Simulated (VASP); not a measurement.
Given:

```yaml
crystal:
  lattice:
    - [0.00000, 2.65658, 2.65658]
    - [2.65658, 0.00000, 2.65658]
    - [2.65658, 2.65658, 0.00000]
  atoms:
    - { symbol: Co, position: [0.00000, 0.00000, 0.00000] }
    - { symbol: Si, position: [0.25000, 0.25000, 0.25000] }
    - { symbol: Si, position: [0.75000, 0.75000, 0.75000] }
```

Calculation: PBEsol GGA, VASP's PBE PAW potentials (set 64) (plane waves; VASP). Run with 480 eV cut-off, 9×9×9 Γ-centred mesh, first-order Methfessel-Paxton smearing of 0.10 eV, potentials Co Si.

Problem. What does the run give for the energy per atom (σ→0), band gap (on the k-mesh) with the smallest direct gap where there is one?

Solution. 
```
Property                                                     Value
------------------------  ----------------------------------------
band gap (on the k-mesh)  none (metal, semimetal or under 0.01 eV)
energy per atom (σ→0)                               -6.992 eV/atom
```

Only differences to runs with the same potentials and settings are physical.

The compound is CoSi2 in the fluorite structure. It was relaxed first. The start is the result of an earlier pass. The run is not spin-polarised, so no magnetic state was tried. The electron count is odd and the run is not spin-polarised, which forces a metal.
